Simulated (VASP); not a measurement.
Ge3P4:

```
CELL_PARAMETERS angstrom
0.00000 5.05000 5.05000
5.05000 0.00000 5.05000
5.05000 5.05000 0.00000
ATOMIC_POSITIONS crystal
Ge 0.25000 0.25000 0.25000
Ge 0.00000 0.00000 0.00000
Ge 0.62500 0.62500 0.62500
Ge 0.12500 0.62500 0.62500
Ge 0.62500 0.62500 0.12500
Ge 0.62500 0.12500 0.62500
P 0.38300 0.38300 0.85100
P 0.38300 0.38300 0.38300
P 0.38300 0.85100 0.38300
P 0.85100 0.38300 0.38300
P 0.86700 0.39900 0.86700
P 0.39900 0.86700 0.86700
P 0.86700 0.86700 0.39900
P 0.86700 0.86700 0.86700
```

The cell was built by a generator and needn't be a form met in nature.

```yaml
Program: VASP 6.6.1
Task: relaxation of cell and atoms
Functional: PBE
Potentials_or_basis: VASP PAW PBE potentials, release 64 (Ge_d, P)
Cutoff: 520 eV
k_mesh: 3 × 3 × 3
Occupations: gaussian, width 0.15 eV
Spin: no spin polarisation
```

At the start: pressure 6.4 GPa; volume 18.40 Å³/atom.

Question: Where does the relaxation end?

Answer: Over 5 steps the energy falls by 25.9 meV/atom and the volume is 19.75 Å³/atom (+7.3 %); space group Fd-3m (No. 227, to 0.05 Å).

Step by step:
```
step  energy change (eV)  largest force (eV/Å)  pressure (GPa)  volume (Å³)
   1              0.0000                0.0084            6.35       257.58
   2             -0.2823                0.2426           -2.45       285.73
   3             -0.3555                0.1748           -0.24       276.46
   4             -0.3552                0.1705            0.77       275.71
   5             -0.3631                0.0626           -0.39       276.43
```

Final structure:
```yaml
crystal:
  lattice:
    - [0.00000, 5.17036, 5.17036]
    - [5.17036, 0.00000, 5.17036]
    - [5.17036, 5.17036, 0.00000]
  atoms:
    - { symbol: Ge, position: [0.25000, 0.25000, 0.25000] }
    - { symbol: Ge, position: [0.00000, 0.00000, 0.00000] }
    - { symbol: Ge, position: [0.62500, 0.62500, 0.62500] }
    - { symbol: Ge, position: [0.12500, 0.62500, 0.62500] }
    - { symbol: Ge, position: [0.62500, 0.62500, 0.12500] }
    - { symbol: Ge, position: [0.62500, 0.12500, 0.62500] }
    - { symbol: P, position: [0.38344, 0.38344, 0.84968] }
    - { symbol: P, position: [0.38344, 0.38344, 0.38344] }
    - { symbol: P, position: [0.38344, 0.84968, 0.38344] }
    - { symbol: P, position: [0.84968, 0.38344, 0.38344] }
    - { symbol: P, position: [0.86656, 0.40032, 0.86656] }
    - { symbol: P, position: [0.40032, 0.86656, 0.86656] }
    - { symbol: P, position: [0.86656, 0.86656, 0.40032] }
    - { symbol: P, position: [0.86656, 0.86656, 0.86656] }
```
